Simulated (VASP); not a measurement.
The system is ScAl3N4.

```
CELL_PARAMETERS angstrom
6.37400 0.00000 0.00000
-3.18700 5.52005 0.00000
0.00000 0.00000 4.95700
ATOMIC_POSITIONS crystal
Al 0.16667 0.33333 0.00000
Al 0.16667 0.83333 0.00000
Al 0.66667 0.33333 0.00000
Al 0.33333 0.66667 0.50000
Al 0.83333 0.16667 0.50000
Al 0.83333 0.66667 0.50000
Sc 0.66667 0.83333 0.00000
Sc 0.33333 0.16667 0.50000
N 0.16667 0.33333 0.38200
N 0.16667 0.83333 0.38200
N 0.66667 0.33333 0.38200
N 0.66667 0.83333 0.38200
N 0.33333 0.16667 0.88200
N 0.33333 0.66667 0.88200
N 0.83333 0.16667 0.88200
N 0.83333 0.66667 0.88200
```

The cell comes from a database or a generator and needn't be the stable form of this composition.

* Program: VASP 6.6.1
* Task: relaxation of cell and atoms
* Functional: PBE
* Potentials or basis: VASP PAW PBE potentials, release 64 (Al, Sc_sv, N)
* Cutoff: 520 eV
* k mesh: 4 × 4 × 5
* Occupations: gaussian, width 0.03 eV
* Spin: no spin polarisation

At the start: pressure 15.0 GPa; volume 10.90 Å³/atom.

**Question.** How do energy, volume and symmetry change on relaxing?

**Answer.** Over 15 steps the energy falls by 136.5 meV/atom and the volume is 11.54 Å³/atom (+5.9 %); space group P6_3mc (No. 186, to 0.05 Å).

Step by step:
```csv
step,energy change (eV),largest force (eV/Å),pressure (GPa),volume (Å³)
1,0.0000,4.1065,14.98,174.41
2,-1.1514,1.1598,-13.35,201.39
3,-1.9898,0.6688,-4.27,189.44
4,-1.9905,0.6641,-3.96,189.13
5,-2.1739,0.1640,1.32,183.37
6,-2.1746,0.1815,1.00,183.70
7,-2.1828,0.0442,-0.19,184.95
8,-2.1829,0.0571,-0.07,184.81
9,-2.1836,0.0146,-0.03,184.76
10,-2.1836,0.0150,-0.02,184.74
11,-2.1839,0.0118,0.01,184.68
12,-2.1840,0.0152,0.02,184.66
13,-2.1840,0.0078,-0.02,184.70
14,-2.1840,0.0063,-0.04,184.72
15,-2.1841,0.0033,0.04,184.65
```

Final structure:
```yaml
crystal:
  lattice:
    - [6.48447, 0.00000, 0.00000]
    - [-3.24224, 5.61572, 0.00000]
    - [0.00000, 0.00000, 5.07072]
  atoms:
    - { symbol: Al, position: [0.16234, 0.33766, 0.00009] }
    - { symbol: Al, position: [0.16234, 0.82468, 0.00009] }
    - { symbol: Al, position: [0.67532, 0.33766, 0.00009] }
    - { symbol: Al, position: [0.32468, 0.66234, 0.50009] }
    - { symbol: Al, position: [0.83766, 0.17532, 0.50009] }
    - { symbol: Al, position: [0.83766, 0.66234, 0.50009] }
    - { symbol: Sc, position: [0.66667, 0.83333, 0.98737] }
    - { symbol: Sc, position: [0.33333, 0.16667, 0.48737] }
    - { symbol: N, position: [0.15650, 0.34350, 0.37547] }
    - { symbol: N, position: [0.15650, 0.81301, 0.37547] }
    - { symbol: N, position: [0.68699, 0.34350, 0.37547] }
    - { symbol: N, position: [0.66667, 0.83333, 0.41395] }
    - { symbol: N, position: [0.33333, 0.16667, 0.91395] }
    - { symbol: N, position: [0.31301, 0.65650, 0.87547] }
    - { symbol: N, position: [0.84350, 0.18699, 0.87547] }
    - { symbol: N, position: [0.84350, 0.65650, 0.87547] }
```
